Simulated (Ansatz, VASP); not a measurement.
## GaGe3, level by level in two programs

```
Ge Ga
1.0
     0.00000    3.34139    3.34139
     3.34139    0.00000    3.34139
     3.34139    3.34139    0.00000
Ge Ga
3 1
Direct
  0.50000 0.50000 0.50000
  0.75000 0.75000 0.75000
  0.25000 0.25000 0.25000
  0.00000 0.00000 0.00000
```

The cell comes from a database or a generator and needn't be the stable form of this composition.

Single points on this cell with VASP 6.6.1 and Ansatz 0.2.0. Each row is one pair of runs. Alike in all rows: spin: off; k mesh: 7 × 7 × 7; smearing: fermi-dirac, width 0.05 eV.

| level | VASP's potentials, cutoff | Ansatz's potentials, cutoff | gap on the k mesh at the Fermi level (eV), VASP | gap on the k mesh at the Fermi level (eV), Ansatz | pressure (GPa), VASP | pressure (GPa), Ansatz |
| --- | --- | --- | --- | --- | --- | --- |
| LDA | VASP PAW LDA potentials, release 64 (Ge_d, Ga_d), 520 eV | Ansatz PAW, 420 eV | none | none | -3.1 | -3.2 |
| PBE | VASP PAW PBE potentials, release 64 (Ge_d, Ga_d), 520 eV | Ansatz PAW, 420 eV | none | none | 2.3 | 2.2 |
| r2SCAN | VASP PAW PBE potentials, release 64 (Ge_d, Ga_d), 520 eV | Ansatz PAW, 500 eV | none | none | 0.0 | 0.1 |

Pressure (GPa): the two programs differ by at most 0.11.

A gap of «none» marks a metal or a gap that the smearing closes.

Caveats: the PAW data sets were made with another functional, which shifts forces and pressure a little (VASP); the PAW data sets come from PBE, with cores solved anew for the run's functional, which leaves a small shift of forces and pressure (Ansatz).
